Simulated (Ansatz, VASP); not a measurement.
**One calculation of NaLiICl, two programs**

File INCAR:

```
PREC = Accurate
ENCUT = 520
EDIFF = 1E-6
ISMEAR = 0
SIGMA = 0.05
LREAL = F
LASPH = T
NELM = 60
ALGO = Normal
ISIF = 2
LWAVE = F
LCHARG = F
NBANDS = 20
```

Contents of KPOINTS:

```
Automatic mesh
0
Gamma
  6 6 4
```

File POSCAR:

```
NaLiICl
1.0
    3.7643051200      0.0000000000      0.0000000000
    0.0000000000      3.7643051200      0.0000000000
    0.0000000000      0.0000000000      5.9667302400
Na Li I Cl
1 1 1 1
Direct
    0.5000000000      0.5000000000      0.5000000000
    0.0000000000      0.0000000000      0.0000000000
    0.5000000000      0.5000000000      0.0000000000
    0.0000000000      0.0000000000      0.5000000000
```

Input for Ansatz:

```yaml
crystal:
  lattice:
    - [3.76430512, 0.0, 0.0]
    - [0.0, 3.76430512, 0.0]
    - [0.0, 0.0, 5.96673024]
  atoms:
    - { symbol: Na, position: [0.5, 0.5, 0.5] }
    - { symbol: Li, position: [0.0, 0.0, 0.0] }
    - { symbol: I, position: [0.5, 0.5, 0.0] }
    - { symbol: Cl, position: [0.0, 0.0, 0.5] }
basis:
  ecutwfc: 420
kpoints:
  mp_grid: { grid: [6, 6, 4] }
hamiltonian:
  xc: lda
scf:
  occupations: { method: gaussian, width: 0.05 }
output:
  forces: true
  stress: true
  eigenvalues: true
```

Change from the starting cell: strain -0.080 along x and y, -0.040 along z, atoms carried along.

Alike in both runs: task single point; functional LDA; k mesh 6 × 6 × 4; occupations gaussian, width 0.05 eV; no spin polarisation.

|  | VASP | Ansatz |
| --- | --- | --- |
| version | VASP 6.6.1 | Ansatz 0.2.0 |
| potentials or method | VASP PAW LDA potentials, release 64 (Na_pv, Li_sv, I, Cl) | scalar-relativistic, plane waves, PAW |
| plane-wave cutoff (eV) | 520 | 420 |
| valence electrons in the cell | 24 | 36 |

Ansatz gave:

- gap on the k mesh at the Fermi level (eV): 4.08
- least direct gap on the mesh (eV): 4.08

Task: Which values does VASP return?

Result: gap on the k mesh at the Fermi level (eV): 4.06; least direct gap on the mesh (eV): 4.06.

The two sets of potentials don't hold the same shells in valence.

Caveats: spin-orbit coupling is left out, which moves the levels of the heavy elements. A k mesh can miss the band edges.
